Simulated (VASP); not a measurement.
Crystal: Ta.

```
Ta
1.0
    -1.65493    1.65493    1.65493
     1.65493   -1.65493    1.65493
     1.65493    1.65493   -1.65493
Ta
1
Direct
  0.00000 0.00000 0.00000
```

* Program: VASP 6.6.1
* Task: relaxation of cell and atoms
* Functional: PBEsol
* Potentials or basis: VASP PAW PBE potentials, release 64 (Ta_pv)
* Cutoff: 600 eV
* k mesh: 6 × 6 × 6
* Occupations: gaussian, width 0.1 eV
* Spin: no spin polarisation

At the start: pressure -2.7 GPa; volume 18.13 Å³/atom.

Problem. How do energy, volume and symmetry change on relaxing?

Solution. Over 3 steps the energy falls by 2.4 meV/atom and the volume is 17.86 Å³/atom (-1.5 %); space group Im-3m (No. 229, to 0.05 Å).

The path:
| step | energy change (eV) | largest force (eV/Å) | pressure (GPa) | volume (Å³) |
| --- | --- | --- | --- | --- |
| 1 | 0.0000 | 0.0000 | -2.74 | 18.13 |
| 2 | 0.0064 | 0.0000 | 5.35 | 17.33 |
| 3 | -0.0024 | 0.0000 | -0.02 | 17.86 |

Final structure:
```yaml
crystal:
  lattice:
    - [-1.64659, 1.64659, 1.64659]
    - [1.64659, -1.64659, 1.64659]
    - [1.64659, 1.64659, -1.64659]
  atoms:
    - { symbol: Ta, position: [0.00000, 0.00000, 0.00000] }
```

Caveat: the k mesh is coarse (spacing up to 0.45 Å⁻¹), so the values aren't converged; the PAW data sets were made with another functional, which shifts forces and pressure a little.
